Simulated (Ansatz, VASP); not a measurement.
# MgO: VASP beside Ansatz

One calculation is typed for both programs; each brings its own data sets. How far apart do they land? The cell is taken from a series of VASP runs on this material, whose earlier steps may have relaxed, scaled or displaced it; both programs get it as it stands. Valence electrons are named where the data sets of a main pair hold unlike numbers.

Program: Ansatz 0.2.0. Level of theory: plane waves, with VASP 6.6.1 beside it; relaxation of cell and atoms at LDA and band structure at r2SCAN-EpsX with an exact-exchange share of 0.318. Results are calculated unless marked as measured.

## (1) The structure

Symmetry: Fm-3m, No. 225, cubic system. Conventional cell: a = 4.146 Å, b = 4.146 Å, c = 4.146 Å, α = 90.00°, β = 90.00°, γ = 90.00°. Mg has 6 O at 2.07 Å nearest. Nearest to O lie 6 Mg at 2.07 Å. Farther neighbours and most contacts between anions are not listed.

## (2) Ansatz: relaxation of cell and atoms, LDA

Ansatz runs on its default PAW (the set named soft_2) files.

The relaxed volume is the usual yardstick between codes: in a stiff, nearly cubic crystal its relative difference is about their pressure difference at one cell divided by the bulk modulus.

input.yaml

```yaml
crystal:
  lattice:
    - [0.0, 2.0728092391, 2.0728092391]
    - [2.0728092391, 0.0, 2.0728092391]
    - [2.0728092391, 2.0728092391, 0.0]
  atoms:
    - { symbol: Mg, position: [0.0, 0.0, 0.0] }
    - { symbol: O, position: [0.5, 0.5, 0.5] }
hamiltonian:
  xc: lda
  pseudopotentials: { kind: paw }
kpoints:
  mp_grid: { grid: [8, 8, 8] }
scf:
  occupations: { method: gaussian, width: 0.03 }
relax:
  f_tol: 0.01
  max_steps: 60
  cell: { stress_tol: 0.05 }
output:
  forces: true
  stress: true
```

On the command line:

```bash
> ansatz run input.yaml --threads 4 --pin off --max-ram 9216MiB --backend cpu --events-out ev --progress --plain --runs-dir out
```

Numbers of over 12 decimals in the logs are rounded to 6 here.

Log:

```text
Engine: ansatz 0.2.0, x86_64-unknown-linux-gnu
Pseudopotentials: kind: paw
Pseudopotential: Mg, paw, valence charge 10, recommended cutoff 420 eV (normal), Mg.paw.azcp
Pseudopotential: O, paw, valence charge 6, recommended cutoff 420 eV (normal), O.paw.azcp
Functional definition: SPW92
  exchange = slater_x
  correlation = pw_c
Crystal: 2 atoms, lattice volume = 17.812 Å³
Basis set: ecut = 420 eV, 331 PW (Γ)
Bands: 12, of which v1, the nominal top of the filled ones, is band 8 counted from 1 (7 counted from 0)
Symmetry: 48 space group operations
Space group: Fm-3m (ITA 225), of the structure as read, at distance tolerance 2.6e-5 Å
k-points: 29 of 512
Non-local potential: Mg, projectors of the file, l = 0: 3, l = 1: 2, l = 2: 1
Non-local potential: O, projectors of the file, l = 0: 2, l = 1: 2, l = 2: 1
PAW form: soft (Blöchl's): semilocal exchange-correlation on the pseudo side does not see the compensation charge
PAW frozen core: Mg, regenerated for the run's functional, and the local potential with it (the file was generated under x = pbe(κ = 0.804, μ = 0.219515), c = pbe(β = 0.066725))
PAW frozen core: O, regenerated for the run's functional, and the local potential with it (the file was generated under x = pbe(κ = 0.804, μ = 0.219515), c = pbe(β = 0.066725))
PAW one-centre angular grid: Mg, 110 points (default); XC on 64 Gauss nodes
PAW one-centre angular grid: O, 110 points (default); XC on 64 Gauss nodes
Initial density: superposition of atomic densities (neutral atoms: chi_scale 0, normalization atom), corrected by the library's trained network
Initial wavefunctions: pseudopotential atomic-orbital guess
Functional: x = slater, c = lda
SCF iter   1: F=—  HF=-2460.082021 eV  |F-HF|=—  |Δ(HF+E_count)|=         —  Δρ=1.81e-2  dr2=4.58e-2  ethr=1.77e-3  ⟨swp⟩=5.8  Hψ=2042  notcnv=0
preconditioner: auto → none  [insulator: Δε(μ)=4.982 eV  Ē_g=18.656 eV  σ=0.030 eV  W_gap=1.00  n_scr=8 (ndim 8)  ℏωp=24.9 eV  f_vac=0.000  D(μ)=0.00/eV (n_scr^D=0)  ε∞_Penn≈2.8]
SCF iter   2: F=—  HF=-2460.066380 eV  |F-HF|=—  |Δ(HF+E_count)|=   1.56e-2  Δρ=5.59e-3  dr2=5.10e-3  ethr=2.86e-4  ⟨swp⟩=2.0  Hψ=690  notcnv=0
SCF iter   3: F=—  HF=-2460.064620 eV  |F-HF|=—  |Δ(HF+E_count)|=   1.76e-3  Δρ=9.37e-4  dr2=8.51e-5  ethr=3.19e-5  ⟨swp⟩=2.3  Hψ=538  notcnv=0
SCF iter   4: F=—  HF=-2460.064577 eV  |F-HF|=—  |Δ(HF+E_count)|=   4.33e-5  Δρ=8.35e-5  dr2=7.79e-7  ethr=5.32e-7  ⟨swp⟩=2.0  Hψ=436  notcnv=0
iter 5 did not close the SCF: its close was put off for the readings that it lacked (scf_convergence_deferred on its scf_iter line)
SCF iter   5: F=-2460.064576 eV  HF=-2460.064576 eV  |F-HF|=5.16e-9  |Δ(HF+E_count)|=   2.03e-7  Δρ=1.04e-5  dr2=6.56e-9  ethr=4.87e-9  ⟨swp⟩=2.0  Hψ=455  notcnv=0
SCF iter   6: F=-2460.064576 eV  HF=-2460.064576 eV  |F-HF|=2.23e-10  |Δ(HF+E_count)|=   6.02e-9  Δρ=1.42e-6  dr2=1.71e-10  ethr=4.10e-11  ⟨swp⟩=2.1  Hψ=1089  notcnv=0
SCF 1 converged in 6 iterations: F = -2460.064576 eV  dr2 = 1.71e-10
  greatest PAW one-centre occupation: 1.000 electrons in one spin orbital (limit 2), on the Mg atom at site 0 (counted from 0), in its partial waves of l = 1
relax step   1: F+E_penalty+E_count = -2460.06457640 eV  Δ(F+E_penalty+E_count) = +0.000e0 eV  max|allowed force component| = 7.609e-30 eV/Å  Δτ_max = 0.0000 Å  P = +1.718 GPa  Ω = 17.812 Å³  (6 SCF iters, dr2 threshold 1.00e-7 eV, accepted)
[...]
relax step   2: F+E_penalty+E_count = -2460.06478661 eV  Δ(F+E_penalty+E_count) = -2.102e-4 eV  max|allowed force component| = 4.848e-30 eV/Å  Δτ_max = 0.0000 Å  P = +0.993 GPa  Ω = 17.881 Å³  energy of the carried Pulay correction = -3.719e-4 eV  (6 SCF iters, dr2 threshold 2.00e-7 eV, accepted)
[...]
relax step   3: F+E_penalty+E_count = -2460.06457192 eV  Δ(F+E_penalty+E_count) = +2.147e-4 eV  max|allowed force component| = 1.998e-29 eV/Å  Δτ_max = 0.0000 Å  P = +0.012 GPa  Ω = 17.976 Å³  energy of the carried Pulay correction = -8.843e-4 eV  (6 SCF iters, dr2 threshold 2.00e-7 eV, accepted)
[...]
relax step   4: F+E_penalty+E_count = -2460.06543048 eV  Δ(F+E_penalty+E_count) = -8.586e-4 eV  max|allowed force component| = 1.394e-29 eV/Å  Δτ_max = 0.0000 Å  P = +0.101 GPa  Ω = 17.976 Å³  stress off target by 1.01e-1 GPa  SCF on the basis re-selected at this cell (its energy is not comparable with the rows above)  (8 SCF iters)
[...]
relax step   5: F+E_penalty+E_count = -2460.06537990 eV  Δ(F+E_penalty+E_count) = +5.058e-5 eV  max|allowed force component| = 3.796e-30 eV/Å  Δτ_max = 0.0000 Å  P = +0.004 GPa  Ω = 17.986 Å³  energy of the carried Pulay correction = -5.382e-5 eV  (7 SCF iters, dr2 threshold 2.56e-8 eV, accepted)
[...]
relax step   6: F+E_penalty+E_count = -2460.06550263 eV  Δ(F+E_penalty+E_count) = -1.227e-4 eV  max|allowed force component| = 4.848e-30 eV/Å  Δτ_max = 0.0000 Å  P = +0.006 GPa  Ω = 17.986 Å³  stress off target by 6.01e-3 GPa  SCF on the basis re-selected at this cell (its energy is not comparable with the rows above)  (7 SCF iters)
basis re-selected at this cell: Δ(F+E_penalty+E_count) = -1.227e-4 eV, ΔP = +0.002 GPa vs the last step (what re-selecting the basis moved, of the pressure what is left beyond the Pulay correction that the steps carried, after the strain that the cell walked since its last selection, with what the two solves' SCF thresholds leave and, on support functions, any second-order correction that the steps lacked; it is no m [...]
SCF converged after 7 iterations
Free energy (F): -2460.065503 eV
Harris-Foulkes:  -2460.065503 eV  (|F-HF|=0.00e0)
Internal energy: -2460.065503 eV  (E = F + TS)
E sigma→0 (E₀):  -2460.065503 eV
Fermi energy:    10.759333 eV
--- Per-component energies (eV) ---
  E_band       = -287.639778
  E_kinetic    = 255.769823
  E_local      = -1577.258710  (includes V_loc(G=0)·N_el)
  E_nonlocal   = 145.613542
  E_hartree    = 543.368082
  E_xc         = -104.029484
  E_vxc        = -134.276627  (∫ρ·V_xc dr)
  E_paw        = -417.986372  (= ΣΔE_a)
  E_vpaw       = -64.226617  (= ΣTr[D̂ρ^β])
  E_aug_tail   = 0.002646  (compensation charges beyond the density's cutoff)
  E_ewald      = -1305.792431
  E_core_change = 0.247401  (= ΣΔE_core)
  E_smearing   = -0.000000  (= −TS)
  E_closure    = 0.000000  (closes the sum)
  Σ components = -2460.065503   (vs F -2460.065503, Δ=0.00e0)
--- Forces (eV/Å), atoms counted from 1 ---
  atom   1  Mg    -0.00000000     0.00000000     0.00000000
  atom   2  O      0.00000000     0.00000000     0.00000000
  max |Σ_I F_I| component: 9.24e-30 eV/Å
--- Stress (GPa, compression-positive) ---
        0.006009      -0.000000      -0.000000
       -0.000000       0.006009      -0.000000
       -0.000000      -0.000000       0.006009
  P = ⅓ Tr σ = 0.0060 GPa (0.060 kbar)
--- Relaxed structure (4 steps of the walk, 4 accepted, 2 SCFs on fresh bases) ---
  F+E_penalty+E_count = -2460.06550263 eV   max|allowed force component| = 4.848e-30 eV/Å   (the final SCF, on the basis selected at the relaxed cell)
  cell:  # Å, volume = 17.9859 Å³
    - [0, 2.079539, 2.079539]
    - [2.079539, 0, 2.079539]
    - [2.079539, 2.079539, 0]
  atoms:
    - { symbol: Mg, position: [0, 0, 0] }
    - { symbol: O, position: [0.5, 0.5, 0.5] }
```

Elapsed: 0.98 s, on 4 threads of Intel Xeon 6975P-C (Granite Rapids), shared host; peak memory 0.34 GiB.

## (3) VASP: relaxation of cell and atoms, LDA

The same cell, functional (in two slightly different forms), mesh and smearing now go to VASP, with its own data sets.

Lines of VASP's logs that name or quote its potential files are left out, and so is its time.

INCAR

```
SYSTEM = MgO
PREC = Accurate
ENCUT = 520
EDIFF = 1E-06
NELM = 100
ISMEAR = 0
SIGMA = 0.03
LREAL = .FALSE.
ALGO = Normal
GGA = CA
NBANDS = 10
LORBIT = 11
LWAVE = .FALSE.
LCHARG = .FALSE.
KPAR = 4
IBRION = 2
NSW = 50
ISIF = 3
EDIFFG = -0.004
```

POSCAR

```
MgO
1.0
    0.0000000000      2.0728092391      2.0728092391
    2.0728092391      0.0000000000      2.0728092391
    2.0728092391      2.0728092391      0.0000000000
Mg O
1 1
Direct
    0.0000000000      0.0000000000      0.0000000000
    0.5000000000      0.5000000000      0.5000000000
```

KPOINTS

```
Automatic mesh
0
Gamma
8 8 8
0 0 0
```

Potentials, in the order of the species: Mg and O (LDA family, release 64).

On the command line:

```bash
> mpirun -np 4 vasp_std
```

Log:

```text
[banner, memory and clock lines left out]
running    4 mpi-ranks, on    1 nodes
 distrk:  each k-point on    1 cores,    4 groups
 distr:  one band on    1 cores,    1 groups

 POSCAR found type information on POSCAR MgO
 POSCAR found :  2 types and       2 ions
 LDA part: xc-table for (Slater(with rela. corr.)+CA(PZ))
 , standard interpolation
 POSCAR, INCAR and KPOINTS ok, starting setup
 FFT: planning ... GRIDC
 FFT: planning ... GRID_SOFT
 FFT: planning ... GRID
 WAVECAR not read
 entering main loop
       N       E                     dE             d eps       ncg     rms          rms(c)
DAV:   1     0.101186574103E+02    0.10119E+02   -0.46786E+03   668   0.714E+02
DAV:   2    -0.145430171267E+02   -0.24662E+02   -0.23365E+02   660   0.134E+02
DAV:   3    -0.150317000397E+02   -0.48868E+00   -0.48813E+00   668   0.165E+01
DAV:   4    -0.150327317531E+02   -0.10317E-02   -0.10317E-02   646   0.855E-01
DAV:   5    -0.150327344970E+02   -0.27439E-05   -0.27439E-05   644   0.431E-02    0.710E+00
DAV:   6    -0.135073769724E+02    0.15254E+01   -0.87671E+00   586   0.177E+01    0.219E+00
DAV:   7    -0.134692157093E+02    0.38161E-01   -0.50092E-02   618   0.219E+00    0.127E+00
DAV:   8    -0.134457371841E+02    0.23479E-01   -0.25980E-02   584   0.181E+00    0.186E-01
DAV:   9    -0.134455559149E+02    0.18127E-03   -0.18983E-04   664   0.114E-01    0.125E-01
DAV:  10    -0.134454449174E+02    0.11100E-03   -0.26472E-04   606   0.151E-01    0.776E-03
DAV:  11    -0.134454441560E+02    0.76140E-06   -0.38236E-06   618   0.116E-02
   1 F= -.13445444E+02 E0= -.13445444E+02  d E =-.134454E+02
 curvature:   0.00 expect dE= 0.000E+00 dE for cont linesearch  0.000E+00
 trial: gam= 0.00000 g(F)=  0.734E-62 g(S)=  0.362E-05 ort = 0.000E+00 (trialstep = 0.100E+01)
 search vector abs. value=  0.362E-05
 reached required accuracy - stopping structural energy minimisation
```

From OUTCAR (step 3):

```text
ion  position               nearest neighbor table
   1  0.000  0.000  0.000-   2 2.07   2 2.07   2 2.07   2 2.07   2 2.07   2 2.07
   2  0.500  0.500  0.500-   1 2.07   1 2.07   1 2.07   1 2.07   1 2.07   1 2.07

  LATTYP: Found a face centered cubic cell.
 ALAT       =     4.1456184782

 Subroutine GETGRP returns: Found 48 space group operations
 (whereof 48 operations were pure point group operations)

The static configuration has the point symmetry O_h .

 Found     29 irreducible k-points:

   k-points           NKPTS =     29   k-points in BZ     NKDIM =     29   number of bands    NBANDS=     10

   dimension x,y,z NGX =    24 NGY =   24 NGZ =   24
   dimension x,y,z NGXF=    48 NGYF=   48 NGZF=   48

   ENCUT  =  520.0 eV  38.22 Ry    6.18 a.u.   5.45  5.45  5.45*2*pi/ulx,y,z

   NELECT =       8.0000    total number of electrons

 k-points in reciprocal lattice and weights: Automatic mesh
   0.00000000  0.00000000  0.00000000       0.002
   0.12500000  0.00000000  0.00000000       0.016
   0.25000000  0.00000000  0.00000000       0.016
   0.37500000  0.00000000  0.00000000       0.016
   0.50000000  0.00000000  0.00000000       0.008
   0.12500000  0.12500000  0.00000000       0.012
   0.25000000  0.12500000  0.00000000       0.047
   0.37500000  0.12500000  0.00000000       0.047
   0.50000000  0.12500000  0.00000000       0.047
[...]
-0.37500000  0.50000000  0.12500000       0.023
  -0.25000000  0.50000000  0.25000000       0.012

 average (electrostatic) potential at core
       1 -34.5982       2 -70.3912

 E-fermi :   3.3928

 k-point     1 :       0.0000    0.0000    0.0000
  band No.  band energies     occupation
      1     -14.0077      2.00000
      2       3.2521      2.00000
      3       3.2521      2.00000
      4       3.2521      2.00000
      5       8.3882      0.00000
      6      19.0362      0.00000
      7      19.0362      0.00000
      8      19.0362      0.00000
      9      23.1874      0.00000
    ...

 k-point     2 :       0.1250    0.0000    0.0000
  band No.  band energies     occupation
      1     -13.8229      2.00000
      2       2.2691      2.00000
      3       3.1376      2.00000
      4       3.1376      2.00000
      5       9.2866      0.00000
      6      17.3715      0.00000
      7      19.4231      0.00000
      8      19.4231      0.00000
      9      23.9737      0.00000
    ...

 k-point     3 :       0.2500    0.0000    0.0000
  band No.  band energies     occupation
      1     -13.3394      2.00000
      2       0.4654      2.00000
      3       2.8744      2.00000
      4       2.8744      2.00000
      5      10.6738      0.00000
      6      15.9048      0.00000
      7      20.0027      0.00000
      8      20.0027      0.00000
      9      23.5806      0.00000
    ...

  Total        0.0070729      0.0070729      0.0070729      0.0000000      0.0000000     -0.0000000
  in kB        0.6362102      0.6362102      0.6362102      0.0000000      0.0000000     -0.0000000
  external PRESSURE =       0.6362102 kB  Pullay stress =       0.0000000 kB

  energy-cutoff  :      520.00
  volume of cell :       17.81
      direct lattice vectors                 reciprocal lattice vectors
     0.000000000  2.072809239  2.072809239    -0.241218531  0.241218531  0.241218531
     2.072809239  0.000000000  2.072809239     0.241218531 -0.241218531  0.241218531
     2.072809239  2.072809239  0.000000000     0.241218531  0.241218531 -0.241218531

 POSITION                                       TOTAL-FORCE (eV/Angst)
 -----------------------------------------------------------------------------------
      0.00000      0.00000      0.00000         0.000000      0.000000      0.000000
      2.07281      2.07281      2.07281        -0.000000     -0.000000     -0.000000
 -----------------------------------------------------------------------------------
    total drift:                               -0.000000     -0.000000      0.000000

  FREE ENERGIE OF THE ION-ELECTRON SYSTEM (eV)
  ---------------------------------------------------
  free  energy   TOTEN  =       -13.4454441560 eV

  energy  without entropy=      -13.4454441560  energy(sigma->0) =      -13.44544416

 reached required accuracy - stopping structural energy minimisation

 total charge
# of ion       s       p       d       tot
------------------------------------------
    1        0.161   0.204   0.090   0.455
    2        1.531   3.565   0.000   5.096
--------------------------------------------------
tot          1.692   3.769   0.090   5.551

[... 3 further parts left out ...]
```

The run keeps the 48 symmetry operations of its start, so it cannot find a distortion of lower symmetry.

## (4) Side by side

Known differences besides the potentials themselves: the two LDA forms differ slightly; both relaxations stop at a tolerance, which leaves soft axes loose, and VASP keeps its plane-wave basis; the data sets hold 16 valence electrons in Ansatz (on its default PAW (the set named soft_2) files) and 8 in VASP; the cutoff is 420 eV in Ansatz and 520 eV in VASP; VASP's log shows a relativistic correction to its local exchange, Ansatz's none; Ansatz adds a Pulay correction to the stress that steers its cell, VASP none. Total energies have different zeros and are not compared.

The two programs side by side:

```
                                         quantity  Ansatz   VASP  difference
                                      volume (Å³)   17.99  17.81     +0.98 %
edge a after relaxation, in the typed setting (Å)   2.941  2.931     +0.32 %
```

The walks stopped with 0.01 GPa left in Ansatz and 0.06 GPa in VASP; each walk ends within a tolerance, so the volume difference is uncertain by about these residues over the bulk modulus, most in soft cells.

[end of part 1 of 2]

[Lines on the potential files, build, host, timing and source positions are cut from VASP's logs without a mark.]

[Logs are printed without paths, hosts, clocks, repeated set-up lines and the standing remarks that a program may print on its own settings, such as how far it seeks lower states.]

[Hosts, paths, dates, database ids (printed as entryN), source tags and the programs' standing remarks are cut or masked in the printed files.]
